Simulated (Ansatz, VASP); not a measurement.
# Zn18Te7S11: VASP beside Ansatz

Aim: how closely do two programs agree when they are given the same cell, functional and k mesh? The structure shown is frame 19 of Ansatz's trajectory.

Main program and level: Ansatz 0.2.0; plane waves, with VASP 6.6.1 beside it; single point at LDA.

### Step 1. Set-up

The cell holds 72 atoms: 36 Zn, 22 S and 14 Te. Cell: a = 12.131 Å, b = 12.131 Å, c = 12.131 Å, α = 90.0°, β = 90.0°, γ = 90.0°.

### Step 2. Ansatz: dynamics, LDA

Ansatz runs on its default PAW (the set named soft_2) files.

One frame of this run of dynamics is then solved in both programs, so the motion causes no difference.

Input file input.yaml:

```yaml
crystal:
  lattice:
    - [12.131, 0.0, 0.0]
    - [0.0, 12.131, 0.0]
    - [0.0, 0.0, 12.131]
  atoms:
    - { symbol: Zn, position: [0.52027, 0.67728, 0.68105] }
    - { symbol: Zn, position: [0.53314, 0.767, 0.26275] }
    - { symbol: Zn, position: [0.32587, 0.1863, 0.32026] }
    - { symbol: Zn, position: [0.35779, 0.82781, 0.55508] }
    - { symbol: Zn, position: [0.34458, 0.75164, 0.91339] }
    - { symbol: Zn, position: [0.79537, 0.43834, 0.72156] }
    - { symbol: Zn, position: [0.54051, 0.96118, 0.6276] }
    - { symbol: Zn, position: [0.73433, 0.76598, 0.12162] }
    - { symbol: Zn, position: [0.63317, 0.2222, 0.92323] }
    - { symbol: Zn, position: [0.01957, 0.89498, 0.37959] }
    - { symbol: Zn, position: [0.06242, 0.34399, 0.67179] }
    - { symbol: Zn, position: [0.18758, 0.0044, 0.56655] }
    - { symbol: Zn, position: [0.1943, 0.12689, 0.85908] }
    - { symbol: Zn, position: [0.90306, 0.27261, 0.4426] }
    - { symbol: Zn, position: [0.81805, 0.79836, 0.71768] }
    - { symbol: Zn, position: [0.43452, 0.47757, 0.39429] }
    - { symbol: Zn, position: [0.87405, 0.10728, 0.71239] }
    - { symbol: Zn, position: [0.59247, 0.26624, 0.5574] }
    - { symbol: Zn, position: [0.16324, 0.55341, 0.99506] }
    - { symbol: Zn, position: [0.58239, 0.26638, 0.22642] }
    - { symbol: Zn, position: [0.47921, 0.55059, 0.10321] }
    - { symbol: Zn, position: [0.83734, 0.1411, 0.21418] }
    - { symbol: Zn, position: [0.6532, 0.00021, 0.94655] }
    - { symbol: Zn, position: [0.18928, 0.89377, 0.16508] }
    - { symbol: Zn, position: [0.22315, 0.63819, 0.3895] }
    - { symbol: Zn, position: [0.74178, 0.49708, 0.02909] }
    - { symbol: Zn, position: [0.92658, 0.31599, 0.93433] }
    - { symbol: Zn, position: [0.94153, 0.47878, 0.20147] }
    - { symbol: Zn, position: [0.03051, 0.02002, 0.02046] }
    - { symbol: Zn, position: [0.74274, 0.04151, 0.43592] }
    - { symbol: Zn, position: [0.34257, 0.34632, 0.67914] }
    - { symbol: Zn, position: [0.70301, 0.48287, 0.34205] }
    - { symbol: Zn, position: [0.91336, 0.61246, 0.8829] }
    - { symbol: Zn, position: [0.46695, 0.0588, 0.19597] }
    - { symbol: Zn, position: [0.09938, 0.70197, 0.74793] }
    - { symbol: Zn, position: [0.99466, 0.68001, 0.5007] }
    - { symbol: S, position: [0.25131, 0.98095, 0.37331] }
    - { symbol: S, position: [0.70742, 0.21981, 0.38621] }
    - { symbol: S, position: [0.89205, 0.48319, 0.39472] }
    - { symbol: S, position: [0.64701, 0.77906, 0.60767] }
    - { symbol: S, position: [0.61357, 0.63484, 0.39474] }
    - { symbol: S, position: [0.89092, 0.7408, 0.32816] }
    - { symbol: S, position: [0.21464, 0.20391, 0.68012] }
    - { symbol: S, position: [0.89923, 0.65086, 0.07685] }
    - { symbol: S, position: [0.36586, 0.52126, 0.94455] }
    - { symbol: S, position: [0.40773, 0.29134, 0.49] }
    - { symbol: S, position: [0.38295, 0.61324, 0.5289] }
    - { symbol: S, position: [0.2508, 0.55353, 0.72777] }
    - { symbol: S, position: [0.87024, 0.27526, 0.63072] }
    - { symbol: S, position: [0.91721, 0.313, 0.13569] }
    - { symbol: S, position: [0.04468, 0.46012, 0.85631] }
    - { symbol: S, position: [0.90718, 0.63162, 0.66491] }
    - { symbol: S, position: [0.01198, 0.02576, 0.22593] }
    - { symbol: S, position: [0.62957, 0.43248, 0.17755] }
    - { symbol: S, position: [0.14809, 0.78351, 0.55655] }
    - { symbol: S, position: [0.65774, 0.1135, 0.10367] }
    - { symbol: S, position: [0.75862, 0.37373, 0.88537] }
    - { symbol: S, position: [0.99147, 0.15624, 0.85914] }
    - { symbol: Te, position: [0.2818, 0.13274, 0.0837] }
    - { symbol: Te, position: [0.40217, 0.28143, 0.89565] }
    - { symbol: Te, position: [0.88121, 0.9268, 0.56074] }
    - { symbol: Te, position: [0.57782, 0.45005, 0.67009] }
    - { symbol: Te, position: [0.35172, 0.94689, 0.74977] }
    - { symbol: Te, position: [0.09454, 0.2168, 0.31774] }
    - { symbol: Te, position: [0.51988, 0.94985, 0.39687] }
    - { symbol: Te, position: [0.64954, 0.12846, 0.73031] }
    - { symbol: Te, position: [0.32484, 0.71238, 0.17697] }
    - { symbol: Te, position: [0.83261, 0.92576, 0.89784] }
    - { symbol: Te, position: [0.63507, 0.68779, 0.93737] }
    - { symbol: Te, position: [0.16884, 0.46048, 0.21624] }
    - { symbol: Te, position: [0.10404, 0.78198, 0.9543] }
    - { symbol: Te, position: [0.4573, 0.9038, 0.01766] }
kpoints:
  mp_grid: { grid: [1, 1, 1] }
hamiltonian:
  xc: lda
scf:
  occupations: { method: gaussian, width: 0.05 }
output:
  forces: true
md:
  timestep: 2.0
  n_steps: 57
  ensemble: nvt_langevin
  temperature: 600
  initial_velocities: maxwell_boltzmann
  seed: 6147
```

Command:

```
$ ansatz run input.yaml --threads 4 --pin off --max-ram 8192MiB --backend cpu --events-out ev --progress --plain --runs-dir out
```

Numbers of over 12 decimals in the logs are rounded to 6 here.

Output:

```text
Warning: md: disabling space-group detection — thermal motion breaks the input geometry's symmetry, so no spatial operation reduces the k-mesh or symmetrises the density; time reversal is kept, so that k and −k are solved as one point where they differ and the mesh holds both, and exact exchange and, on two spinor components, a DFT+U term hold to it where the run has them: on two components no moment then forms, and  [...]
Engine: ansatz 0.2.0, aarch64-unknown-linux-gnu
Pseudopotentials: kind: paw
Pseudopotential: Zn, paw, valence charge 12, recommended cutoff 420 eV (normal), Zn.paw.azcp
Pseudopotential: S, paw, valence charge 6, recommended cutoff 420 eV (normal), S.paw.azcp
Pseudopotential: Te, paw, valence charge 16, recommended cutoff 420 eV (normal), Te.paw.azcp
Functional definition: SPW92
  exchange = slater_x
  correlation = pw_c
Crystal: 72 atoms, lattice volume = 1785.212 Å³
Basis set: ecut = 420 eV, 34889 PW (Γ)
Bands: 473, of which v1, the nominal top of the filled ones, is band 394 counted from 1 (393 counted from 0)
Symmetry: 1 space group operations
k-points: 1
Non-local potential: Zn, projectors of the file, l = 0: 2, l = 1: 2, l = 2: 3, l = 3: 1
Non-local potential: S, projectors of the file, l = 0: 2, l = 1: 2, l = 2: 2
Non-local potential: Te, projectors of the file, l = 0: 2, l = 1: 2, l = 2: 2, l = 3: 2
PAW form: soft (Blöchl's): semilocal exchange-correlation on the pseudo side does not see the compensation charge
PAW frozen core: Zn, regenerated for the run's functional, and the local potential with it (the file was generated under x = pbe(κ = 0.804, μ = 0.219515), c = pbe(β = 0.066725))
PAW frozen core: S, regenerated for the run's functional, and the local potential with it (the file was generated under x = pbe(κ = 0.804, μ = 0.219515), c = pbe(β = 0.066725))
PAW frozen core: Te, regenerated for the run's functional, and the local potential with it (the file was generated under x = pbe(κ = 0.804, μ = 0.219515), c = pbe(β = 0.066725))
PAW one-centre angular grid: Zn, 590 points (default); XC on 64 Gauss nodes
PAW one-centre angular grid: S, 110 points (default); XC on 64 Gauss nodes
PAW one-centre angular grid: Te, 590 points (default); XC on 64 Gauss nodes
Initial density: superposition of atomic densities (neutral atoms: chi_scale 0, normalization atom), corrected by the library's trained network
Initial wavefunctions: pseudopotential atomic-orbital guess
Functional: x = slater, c = lda
SCF iter   1: F=—  HF=-231574.325546 eV  |F-HF|=—  |Δ(HF+E_count)|=         —  Δρ=7.40e-3  dr2=2.30e0  ethr=1.77e-3  ⟨swp⟩=6.0  Hψ=1944  notcnv=0  defer=47
preconditioner: auto → LDOS  [metal: Δε(μ)=0.025 eV  Ē_g=9.221 eV  σ=0.050 eV  W_gap=0.28  n_scr=436 (ndim 8)  ℏωp=22.4 eV  f_vac=0.062  D(μ)=43.40/eV (n_scr^D=256)  β→1.0]
SCF iter   2: F=—  HF=-231574.137604 eV  |F-HF|=—  |Δ(HF+E_count)|=   1.88e-1  Δρ=5.00e-3  dr2=5.48e-1  ethr=2.92e-4  ⟨swp⟩=2.0  Hψ=838  notcnv=0  defer=73
SCF iter   3: F=—  HF=-231574.029844 eV  |F-HF|=—  |Δ(HF+E_count)|=   1.08e-1  Δρ=3.35e-3  dr2=1.71e-1  ethr=6.95e-5  ⟨swp⟩=2.0  Hψ=763  notcnv=0  defer=73
SCF iter   4: F=—  HF=-231573.970084 eV  |F-HF|=—  |Δ(HF+E_count)|=   5.98e-2  Δρ=7.39e-4  dr2=3.26e-2  ethr=2.17e-5  ⟨swp⟩=2.0  Hψ=842  notcnv=0  defer=69
SCF iter   5: F=—  HF=-231573.966132 eV  |F-HF|=—  |Δ(HF+E_count)|=   3.95e-3  Δρ=3.64e-4  dr2=6.75e-3  ethr=4.14e-6  ⟨swp⟩=2.0  Hψ=511  notcnv=0  defer=69
SCF iter   6: F=—  HF=-231573.965231 eV  |F-HF|=—  |Δ(HF+E_count)|=   9.02e-4  Δρ=1.94e-4  dr2=1.94e-3  ethr=8.57e-7  ⟨swp⟩=2.0  Hψ=693  notcnv=0  defer=69
SCF iter   7: F=—  HF=-231573.964962 eV  |F-HF|=—  |Δ(HF+E_count)|=   2.68e-4  Δρ=1.20e-4  dr2=4.88e-4  ethr=2.46e-7  ⟨swp⟩=2.0  Hψ=693  notcnv=0  defer=69
SCF iter   8: F=—  HF=-231573.964925 eV  |F-HF|=—  |Δ(HF+E_count)|=   3.72e-5  Δρ=5.79e-5  dr2=1.35e-4  ethr=6.19e-8  ⟨swp⟩=2.0  Hψ=693  notcnv=0  defer=69
SCF iter   9: F=—  HF=-231573.964874 eV  |F-HF|=—  |Δ(HF+E_count)|=   5.06e-5  Δρ=2.59e-5  dr2=3.77e-5  ethr=1.71e-8  ⟨swp⟩=2.0  Hψ=693  notcnv=0  defer=69
SCF iter  10: F=—  HF=-231573.966682 eV  |F-HF|=—  |Δ(HF+E_count)|=   1.81e-3  Δρ=1.43e-5  dr2=1.16e-5  ethr=4.79e-9  ⟨swp⟩=2.0  Hψ=693  notcnv=0  defer=69
SCF iter  11: F=—  HF=-231573.966681 eV  |F-HF|=—  |Δ(HF+E_count)|=   1.34e-6  Δρ=9.56e-6  dr2=4.49e-6  ethr=1.47e-9  ⟨swp⟩=2.0  Hψ=693  notcnv=0  defer=69
SCF iter  12: F=—  HF=-231573.966680 eV  |F-HF|=—  |Δ(HF+E_count)|=   5.56e-7  Δρ=5.55e-6  dr2=1.60e-6  ethr=5.70e-10  ⟨swp⟩=2.0  Hψ=693  notcnv=0  defer=69
[...]
automatic band count: iteration 1 solves 457 bands in place of 473: the levels show a gap, and the empty bands left out lie too high to hold charge; the band table lists the bands solved (type scf.n_extra_bands for more)
md step    49: t =    98.00 fs  T =  1028.0 K  F+E_penalty+E_count = -231581.14194866 eV  E_kin = 9.567407 eV  (6 SCF iters)
md step    50: t =   100.00 fs  T =  1016.3 K  F+E_penalty+E_count = -231581.08831383 eV  E_kin = 9.458663 eV  (9 SCF iters)
[... from here on, the SCF cycles and remarks between the steps are left out ...]
md step    51: t =   102.00 fs  T =   973.5 K  F+E_penalty+E_count = -231581.03069388 eV  E_kin = 9.060257 eV  (6 SCF iters)
md step    52: t =   104.00 fs  T =   957.1 K  F+E_penalty+E_count = -231580.98259942 eV  E_kin = 8.907006 eV  (6 SCF iters)
md step    53: t =   106.00 fs  T =   919.3 K  F+E_penalty+E_count = -231580.95525554 eV  E_kin = 8.555829 eV  (6 SCF iters)
md step    54: t =   108.00 fs  T =   913.1 K  F+E_penalty+E_count = -231580.95316591 eV  E_kin = 8.497858 eV  (6 SCF iters)
md step    55: t =   110.00 fs  T =   930.2 K  F+E_penalty+E_count = -231580.98703793 eV  E_kin = 8.656816 eV  (6 SCF iters)
md step    56: t =   112.00 fs  T =   919.9 K  F+E_penalty+E_count = -231581.06508795 eV  E_kin = 8.561302 eV  (6 SCF iters)
md step    57: t =   114.00 fs  T =   931.1 K  F+E_penalty+E_count = -231581.18951752 eV  E_kin = 8.665409 eV  (9 SCF iters)
SCF converged after 9 iterations
Free energy (F): -231581.189518 eV
Harris-Foulkes:  -231581.189518 eV  (|F-HF|=1.07e-8)
Internal energy: -231581.189506 eV  (E = F + TS)
E sigma→0 (E₀):  -231581.189512 eV
Entropy (-TS):   -0.000012 eV (-0.000 meV/atom)
Fermi energy:    6.108901 eV
--- Per-component energies (eV) ---
  E_band       = -4571.413723
  E_kinetic    = 9597.561405
  E_local      = -99163.472522  (includes V_loc(G=0)·N_el)
  E_nonlocal   = 18597.559678
  E_hartree    = 45746.411537
  E_xc         = -8689.516169
  E_vxc        = -5271.677584  (∫ρ·V_xc dr)
  E_paw        = -138888.130064  (= ΣΔE_a)
  E_vpaw       = -19824.199545  (= ΣTr[D̂ρ^β])
  E_aug_tail   = -0.015799  (compensation charges beyond the density's cutoff)
  E_ewald      = -58850.516261
  E_core_change = 68.928690  (= ΣΔE_core)
  E_smearing   = -0.000012  (= −TS)
  E_closure    = 0.000000  (closes the sum)
  Σ components = -231581.189518   (vs F -231581.189518, Δ=0.00e0)
--- Forces (eV/Å), atoms counted from 1 ---
  atom   1  Zn    -0.01488767    -0.17841237     0.39685152
  atom   2  Zn    -0.20179083     0.88249300    -0.07924744
  atom   3  Zn     0.22647424    -0.35417167     0.25229904
  atom   4  Zn    -0.19640996    -0.36487459    -0.75778043
  atom   5  Zn     1.29180636     0.02580121    -0.20125519
  atom   6  Zn     0.77008639    -0.36203569     0.44360530
  atom   7  Zn     0.08861501    -0.11348404     0.45919632
  atom   8  Zn     0.23898745     0.27917340    -0.46784305
  atom   9  Zn     0.99081183    -0.07555028    -0.10962996
  atom  10  Zn    -0.57672067    -0.27194804    -0.39286051
  atom  11  Zn    -0.60448331    -0.29337159    -0.47751205
  atom  12  Zn     0.50017290    -0.00726137     0.69817829
  atom  13  Zn     0.22372985     0.05208574     0.47967615
  atom  14  Zn    -1.22865312     0.92802242     0.78181222
  atom  15  Zn    -0.90308026     1.03991284    -0.43047884
  atom  16  Zn     0.44653335     2.02748162     0.10347562
  atom  17  Zn    -0.17216194     0.39448980    -0.04682980
  atom  18  Zn     0.15644259    -0.22409478     0.15259719
  atom  19  Zn     1.19157959     0.40664808    -0.08505237
  atom  20  Zn    -0.13837008     0.30268003    -0.04086249
  atom  21  Zn    -0.16443932     0.12568997    -0.73448798
  atom  22  Zn    -0.10376371    -0.01676747    -0.06264773
  atom  23  Zn     0.15289652    -0.31650649    -0.19114430
  atom  24  Zn    -0.51186654    -0.56404958     0.90853864
[...]
atom  65  Te    -0.50037507    -0.54024677    -0.70682197
  atom  66  Te     0.06769422    -0.07141898     0.29548473
  atom  67  Te     0.05747441     0.51121949    -0.76192775
  atom  68  Te    -0.47906257     0.25475009     0.43156692
  atom  69  Te    -0.51497722    -0.17794730     0.22494729
  atom  70  Te     0.86348303    -0.65600140    -0.45473197
  atom  71  Te    -1.18920904     0.35196369     1.12619892
  atom  72  Te     0.24655292    -0.24593145    -0.27253897
  max |Σ_I F_I| component: 5.95e-5 eV/Å
--- MD trajectory: 57 steps, t = 0.0 → 114.0 fs ---
  final state: T = 931.1 K   F+E_penalty+E_count = -231581.18951752 eV   E_kin = 8.665409 eV
```

(Continued in part 2 of 2.)

[Lines on the potential files, build, host, timing and source positions are cut from VASP's logs without a mark.]

[Logs are printed without paths, hosts, clocks, repeated set-up lines and the standing remarks that a program may print on its own settings, such as how far it seeks lower states.]

[Hosts, paths, dates, database ids (printed as entryN), source tags and the programs' standing remarks are cut or masked in the printed files.]
